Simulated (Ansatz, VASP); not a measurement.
# TiTe2 (1T-TiTe2 monolayer) in two plane-wave programs

Wanted: the spread between two codes on one cell, functional and k mesh. Valence electrons are named where the data sets of a main pair hold unlike numbers.

Method: plane waves, with VASP 6.6.1 beside it; band structure at PBE with D3(BJ), spin-orbit coupling, in Ansatz 0.2.0.

## (1) Set-up

The cell holds 3 atoms: 1 Ti and 2 Te. Its edges and angles: a = 3.671 Å, b = 3.671 Å, c = 22.000 Å, α = 90.0°, β = 90.0°, γ = 120.0°. Vacuum lies along c.

Coordinates:

```
Ti Te
1.0
     3.67079    0.00000    0.00000
    -1.83539    3.17900    0.00000
     0.00000    0.00000   22.00000
Ti Te
1 2
Direct
  0.00000 0.00000 0.50000
  0.33333 0.66667 0.41994
  0.66667 0.33333 0.58006
```

## (2) VASP: band structure, PBE with D3(BJ), spin-orbit coupling

A single point gives forces, pressure and levels at one fixed geometry, so differences don't come from the geometry; what else differs is listed under the comparison.

Lines of VASP's logs that name or quote its potential files are left out, and so is its time.

File INCAR:

```
SYSTEM = TiTe2
PREC = Normal
ENCUT = 350
EDIFF = 1E-06
NELM = 120
ISMEAR = 0
SIGMA = 0.03
LREAL = .FALSE.
ALGO = Fast
GGA = PE
IVDW = 12
LNONCOLLINEAR = .TRUE.
MAGMOM = 0 0 0 0 0 0 0 0 0
NBANDS = 28
GGA_COMPAT = .FALSE.
LASPH = .TRUE.
LSORBIT = .TRUE.
LMAXMIX = 4
LWAVE = .FALSE.
LCHARG = .FALSE.
KPAR = 4
IDIPOL = 3
LDIPOL = .TRUE.
DIPOL = 0.5 0.5 0.5
```

File POSCAR:

```
TiTe2
1.0
    3.6707875820      0.0000000000      0.0000000000
   -1.8353937910      3.1789952979      0.0000000000
    0.0000000000      0.0000000000     22.0000000000
Ti Te
1 2
Direct
    0.0000000000      0.0000000000      0.5000000000
    0.3333333333      0.6666666667      0.4199399544
    0.6666666667      0.3333333333      0.5800600456
```

File KPOINTS:

```
Automatic mesh
0
Gamma
9 9 1
0 0 0
```

File KPOINTS_OPT:

```
Line mode
14
Line-mode
Reciprocal
  0.00000000   0.00000000   0.00000000 GAMMA
  0.50000000   0.00000000   0.00000000 M

  0.50000000   0.00000000   0.00000000 M
  0.33333333   0.33333333   0.00000000 K

  0.33333333   0.33333333   0.00000000 K
  0.00000000   0.00000000   0.00000000 GAMMA
```

The projector-augmented-wave data sets are Ti and Te (PBE family, release 64).

Launch:

```
> mpirun -np 4 vasp_ncl
```

Numbers of over 12 decimals in the logs are rounded to 6 here.

Log:

```text
[banner, memory and clock lines left out]
running    4 mpi-ranks, on    1 nodes
 distrk:  each k-point on    1 cores,    4 groups
 distr:  one band on    1 cores,    1 groups

 POSCAR found type information on POSCAR TiTe
 POSCAR found :  2 types and       3 ions
 LDA part: xc-table for (Slater+PW92), standard interpolation
 POSCAR, INCAR and KPOINTS ok, starting setup
 FFT: planning ... GRIDC
 FFT: planning ... GRID_SOFT
 FFT: planning ... GRID
 WAVECAR not read
 entering main loop
       N       E                     dE             d eps       ncg     rms          rms(c)
DAV:   1     0.926520324731E+02    0.92652E+02   -0.37939E+03   672   0.595E+02
DAV:   2    -0.613125554596E+01   -0.98783E+02   -0.91993E+02   860   0.144E+02
DAV:   3    -0.178603183661E+02   -0.11729E+02   -0.11426E+02   848   0.543E+01
DAV:   4    -0.183751088293E+02   -0.51479E+00   -0.50566E+00   944   0.128E+01
DAV:   5    -0.183864884637E+02   -0.11380E-01   -0.11352E-01   964   0.222E+00    0.148E+01
RMM:   6    -0.179939271759E+02    0.39256E+00   -0.12880E+01   714   0.243E+01    0.892E+00
RMM:   7    -0.170902961123E+02    0.90363E+00   -0.31401E+00   676   0.111E+01    0.811E+00
RMM:   8    -0.162691702666E+02    0.82113E+00   -0.12440E+00   719   0.834E+00    0.150E+00
RMM:   9    -0.162792538209E+02   -0.10084E-01   -0.13344E-01   749   0.168E+00    0.592E-01
RMM:  10    -0.162760246775E+02    0.32291E-02   -0.12429E-02   805   0.635E-01    0.278E-01
RMM:  11    -0.162750996060E+02    0.92507E-03   -0.44851E-03   828   0.391E-01    0.788E-02
RMM:  12    -0.162749484277E+02    0.15118E-03   -0.10028E-03   890   0.191E-01    0.737E-02
RMM:  13    -0.162749390193E+02    0.94084E-05   -0.88767E-04   784   0.125E-01    0.452E-02
RMM:  14    -0.162749644407E+02   -0.25421E-04   -0.28424E-04   785   0.745E-02    0.292E-02
RMM:  15    -0.162750948025E+02   -0.13036E-03   -0.61555E-05   866   0.385E-02    0.208E-02
RMM:  16    -0.162754793131E+02   -0.38451E-03   -0.98892E-05   832   0.420E-02    0.129E-02
RMM:  17    -0.162755398501E+02   -0.60537E-04   -0.13342E-05   775   0.177E-02    0.730E-03
RMM:  18    -0.162755825064E+02   -0.42656E-04   -0.35745E-06   749   0.102E-02    0.365E-03
RMM:  19    -0.162756634227E+02   -0.80916E-04   -0.50765E-06   785   0.945E-03    0.351E-03
RMM:  20    -0.162756782507E+02   -0.14828E-04   -0.91065E-07   633   0.518E-03    0.193E-03
RMM:  21    -0.162756846923E+02   -0.64415E-05   -0.22507E-07   517   0.232E-03    0.170E-03
RMM:  22    -0.162756932443E+02   -0.85521E-05   -0.35092E-07   595   0.241E-03    0.835E-04
RMM:  23    -0.162756940240E+02   -0.77970E-06   -0.43255E-08   374   0.120E-03
   1 F= -.17360834E+02 E0= -.17360262E+02  d E =-.114268E-02  mag=     0.0000    -0.0000    -0.0000
 Start KPOINTS_OPT (optional k-point list driver)
k-point batch [1-12\42]
       N       E                     dE             ncg
DAV:   1    -0.873303248459E+02   -0.18547E+04      672
DAV:   2    -0.985530695326E+03   -0.89820E+03      824
DAV:   3    -0.109657787061E+04   -0.11105E+03      868
DAV:   4    -0.110291588918E+04   -0.63380E+01      992
DAV:   5    -0.110303887466E+04   -0.12299E+00      920
DAV:   6    -0.110304264938E+04   -0.37747E-02      956
DAV:   7    -0.110304278518E+04   -0.13580E-03      896
DAV:   8    -0.110304279089E+04   -0.57090E-05      852
DAV:   9    -0.110304279113E+04   -0.24884E-06      528
[...]
k-point batch [37-42\42]
       N       E                     dE             ncg
DAV:   1     0.190801496835E+04   -0.31308E+03      336
DAV:   2     0.148822290142E+04   -0.41979E+03      360
DAV:   3     0.142868533436E+04   -0.59538E+02      512
DAV:   4     0.142541496305E+04   -0.32704E+01      444
DAV:   5     0.142533574571E+04   -0.79217E-01      492
DAV:   6     0.142533283448E+04   -0.29112E-02      460
DAV:   7     0.142533272558E+04   -0.10891E-03      484
DAV:   8     0.142533272106E+04   -0.45178E-05      456
DAV:   9     0.142533272089E+04   -0.16987E-06      352
```

From OUTCAR (step 2):

```text
ion  position               nearest neighbor table
   1  0.000  0.000  0.500-   2 2.76   3 2.76   2 2.76   3 2.76   3 2.76   2 2.76
   2  0.333  0.667  0.420-   1 2.76   1 2.76   1 2.76
   3  0.667  0.333  0.580-   1 2.76   1 2.76   1 2.76

  LATTYP: Found a hexagonal cell.
 ALAT       =     3.6707875820
 C/A-ratio  =     5.9932642542

 Subroutine GETGRP returns: Found 12 space group operations
 (whereof 12 operations were pure point group operations)

The static configuration has the point symmetry D_3d.

 Found     12 irreducible k-points:

   k-points           NKPTS =     12   k-points in BZ     NKDIM =     12   number of bands    NBANDS=     28

   dimension x,y,z NGX =    18 NGY =   18 NGZ =  108
   dimension x,y,z NGXF=    36 NGYF=   36 NGZF=  216

   ENCUT  =  350.0 eV  25.72 Ry    5.07 a.u.   5.60  5.60 33.56*2*pi/ulx,y,z

   NELECT =      16.0000    total number of electrons

 k-points in reciprocal lattice and weights: Automatic mesh
   0.00000000  0.00000000  0.00000000       0.012
   0.11111111 -0.00000000  0.00000000       0.074
   0.22222222 -0.00000000  0.00000000       0.074
   0.33333333 -0.00000000  0.00000000       0.074
   0.44444444 -0.00000000  0.00000000       0.074
   0.11111111  0.11111111  0.00000000       0.074
   0.22222222  0.11111111  0.00000000       0.148
   0.33333333  0.11111111  0.00000000       0.148
   0.44444444  0.11111111  0.00000000       0.074
   0.22222222  0.22222222  0.00000000       0.074
   0.33333333  0.22222222  0.00000000       0.148
   0.33333333  0.33333333  0.00000000       0.025

 dipolmoment           0.000000      0.000000     -0.000000 electrons x Angstroem

 average (electrostatic) potential at core
       1 -31.8591       2 -95.5640       3 -95.5640

 E-fermi :  -1.5800

 k-point     1 :       0.0000    0.0000    0.0000
  band No.  band energies     occupation
    ...
      8      -3.2096      1.00000
      9      -2.9880      1.00000
     10      -2.9880      1.00000
     11      -2.7424      1.00000
     12      -2.7424      1.00000
     13      -1.1116      0.00000
     14      -1.1116      0.00000
     15      -1.0451      0.00000
     16      -1.0451      0.00000
     17      -1.0340      0.00000
    ...

 k-point     2 :       0.1111   -0.0000    0.0000
  band No.  band energies     occupation
    ...
     10      -2.8886      1.00000
     11      -2.6176      1.00000
     12      -2.6176      1.00000
     13      -1.7998      1.00000
     14      -1.7998      1.00000
     15      -1.3343      0.00000
     16      -1.3343      0.00000
     17      -1.1172      0.00000
     18      -1.1172      0.00000
     19      -0.2979      0.00000
    ...

 k-point     3 :       0.2222   -0.0000    0.0000
  band No.  band energies     occupation
    ...
     12      -2.8732      1.00000
     13      -2.5655      1.00000
     14      -2.5655      1.00000
     15      -1.7467      1.00000
     16      -1.7467      1.00000
     17      -1.3068      0.00000
     18      -1.3068      0.00000
     19      -0.2091      0.00000
     20      -0.2091      0.00000
     21       0.0853      0.00000
    ...

 Edisp (eV)   -1.08514

  Total       0.03841     0.03841    -0.02085     0.00000     0.00000     0.00000
  in kB       0.23972     0.23972    -0.13014     0.00000     0.00000     0.00000
  external pressure =        0.12 kB  Pullay stress =        0.00 kB

  energy-cutoff  :      350.00
  volume of cell :      256.73
      direct lattice vectors                 reciprocal lattice vectors
     3.670787582  0.000000000  0.000000000     0.272421102  0.157282397  0.000000000
    -1.835393791  3.178995298  0.000000000     0.000000000  0.314564794  0.000000000
     0.000000000  0.000000000 22.000000000     0.000000000  0.000000000  0.045454545

 POSITION                                       TOTAL-FORCE (eV/Angst)
 -----------------------------------------------------------------------------------
      0.00000      0.00000     11.00000         0.000000      0.000000      0.000000
     -0.00000      2.11933      9.23868         0.000000     -0.000000      0.001930
      1.83539      1.05967     12.76132        -0.000000      0.000000     -0.001930
 -----------------------------------------------------------------------------------
    total drift:                               -0.000000      0.000000     -0.000000

  FREE ENERGIE OF THE ION-ELECTRON SYSTEM (eV)
  ---------------------------------------------------
  free  energy   TOTEN  =       -17.3608335519 eV

  energy  without entropy=      -17.3596908678  energy(sigma->0) =      -17.36026221

 vacuum level on the upper side and lower side of the slab         3.139         3.139

 Spin-Orbit-Coupling matrix elements
 Ion:    1  E_soc:     -0.0055509
 Ion:    2  E_soc:     -0.2085495
 Ion:    3  E_soc:     -0.2085495

[... 3 further parts left out ...]
```

This run has no spin polarisation, so a moment on Ti, if there is one, isn't seen. The data set Ti keeps the semicore shell frozen, which is cheaper and a little less accurate.

(Part 1 of 2 ends here.)

[Lines on the potential files, build, host, timing and source positions are cut from VASP's logs without a mark.]

[Logs are printed without paths, hosts, clocks, repeated set-up lines and the standing remarks that a program may print on its own settings, such as how far it seeks lower states.]

[Hosts, paths, dates, database ids (printed as entryN), source tags and the programs' standing remarks are cut or masked in the printed files.]
